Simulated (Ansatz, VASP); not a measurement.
## Li2Cu in VASP and in Ansatz

```xyz
3
Lattice="2.7830 0.0000 0.0000 -1.3915 2.4102 0.0000 0.0000 0.0000 6.5531" Properties=species:S:1:pos:R:3 pbc="T T T"
Li    1.3915    0.8034    4.5463
Li    0.0000    1.6068    2.0068
Cu    0.0000    0.0000    0.0000
```

Alike in both runs: functional PBE; k mesh 6 × 6 × 4; occupations gaussian, width 0.1 eV; no spin polarisation.

Ansatz relaxed the structure, and its values are those at the end. VASP's run is a single point on that final structure, the one shown.

```csv
,VASP,Ansatz
version,VASP 6.6.1,Ansatz 0.2.0
potentials or method,"VASP PAW PBE potentials, release 64 (Li_sv, Cu)","scalar-relativistic, plane waves, PAW"
plane-wave cutoff (eV),520,420
valence electrons in the cell,17,25
```

```csv
,VASP,Ansatz,Ansatz less VASP
gap on the k mesh at the Fermi level (eV),none,none,-
rms of the force components (eV/Å),0.011,0.014,+0.0029
```

A gap of «none» marks a metal or a gap that the smearing closes. With one functional, cell and mesh, what is left measures potentials, basis and numerics. The two sets of potentials don't hold the same shells in valence.

Caveats: the k mesh is coarse (spacing up to 0.43 Å⁻¹), so the values aren't converged.
